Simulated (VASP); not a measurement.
```yaml
crystal:
  lattice:
    - [0.00000, 2.46971, 2.46971]
    - [2.46971, 0.00000, 2.46971]
    - [2.46971, 2.46971, 0.00000]
  atoms:
    - { symbol: Be, position: [0.00000, 0.00000, 0.00000] }
    - { symbol: S, position: [0.25000, 0.25000, 0.25000] }
```

Level of theory: MS2 meta-GGA, VASP's PBE PAW potentials (set 64) (plane waves; VASP). Numerical set-up: 520 eV cut-off, 9×9×9 Γ-centred mesh, Gaussian smearing of 0.050 eV, potentials Be S.

### Question
Estimate the energy per atom (σ→0), pressure.

### Answer

energy per atom (σ→0): -8.045 eV/atom
pressure: -5.26 GPa

Total energies compare only between runs with the same potentials, cut-off and functional.

The compound is BeS in the zinc blende structure. This cell is one point of a volume scan, at 1.06 of the reference volume.
